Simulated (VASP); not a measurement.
Crystal: Ta2SiO3.

```
CELL_PARAMETERS angstrom
3.56116 0.00000 0.00000
-1.78058 3.08406 0.00000
0.00000 0.00000 6.34400
ATOMIC_POSITIONS crystal
Ta 0.33333 0.66667 0.69530
Ta 0.66667 0.33333 0.30470
Si 0.00000 0.00000 0.00000
O 0.00000 0.00000 0.50000
O 0.33333 0.66667 0.33339
O 0.66667 0.33333 0.66661
```

The cell was built by a generator and needn't be a form met in nature.

- Program: VASP 6.6.1
- Task: relaxation of cell and atoms
- Functional: PBE
- Potentials or basis: VASP PAW PBE potentials, release 64 (Ta_pv, Si, O)
- Cutoff: 520 eV
- k mesh: 10 × 10 × 6
- Occupations: gaussian, width 0.1 eV
- Spin: no spin polarisation

At the start: pressure 3.3 GPa; volume 11.61 Å³/atom.

Problem. How do energy, volume and symmetry change on relaxing?

Solution. Over 11 steps the energy falls by 4.8 meV/atom and the volume is 11.82 Å³/atom (+1.8 %); space group P-3m1 (No. 164, to 0.05 Å).

The path:
```tsv
step	energy change (eV)	largest force (eV/Å)	pressure (GPa)	volume (Å³)
1	0.0000	0.3536	3.30	69.68
2	-0.0027	0.3356	-4.56	72.12
3	-0.0178	0.3379	-0.93	70.93
4	-0.0272	0.0590	-0.08	70.87
5	-0.0277	0.0393	0.17	70.85
6	-0.0283	0.0267	-0.12	70.97
7	-0.0285	0.0172	-0.48	71.11
8	-0.0287	0.0270	-0.20	71.06
9	-0.0287	0.0316	-0.08	71.03
10	-0.0288	0.0253	-0.06	71.01
11	-0.0289	0.0088	0.04	70.95
```

Final structure:
```yaml
crystal:
  lattice:
    - [3.57475, 0.00000, 0.00000]
    - [-1.78737, 3.09582, 0.00000]
    - [0.00000, 0.00000, 6.41085]
  atoms:
    - { symbol: Ta, position: [0.33333, 0.66667, 0.69035] }
    - { symbol: Ta, position: [0.66667, 0.33333, 0.30965] }
    - { symbol: Si, position: [0.00000, 0.00000, 0.00000] }
    - { symbol: O, position: [0.00000, 0.00000, 0.50000] }
    - { symbol: O, position: [0.33333, 0.66667, 0.32932] }
    - { symbol: O, position: [0.66667, 0.33333, 0.67068] }
```
